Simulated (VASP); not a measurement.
Data:

```xyz
2
Lattice="2.8219 0.0000 0.0000 0.0000 2.8219 0.0000 0.0000 0.0000 2.8219" Properties=species:S:1:pos:R:3 pbc="T T T"
Al     1.4110     1.4110     1.4110
Co     0.0000     0.0000     0.0000
```

Method: PBEsol GGA, VASP's PBE PAW potentials (set 64) (plane waves; VASP). Run with 400 eV cut-off, 12×12×12 Γ-centred mesh, first-order Methfessel-Paxton smearing of 0.10 eV, potentials Al Co.

Q: Predict the energy per atom (σ→0), band gap (on the k-mesh) with the smallest direct gap where there is one.

A: 
The band gap (on the k-mesh) comes out as none (metal, semimetal or under 0.01 eV). The energy per atom (σ→0) is -6.541 eV/atom.

Total energies compare only between runs with the same potentials, cut-off and functional.

The compound is CoAl in the CsCl type structure. It was relaxed first. The start is the result of an earlier pass. The run is not spin-polarised, so no magnetic state was tried.
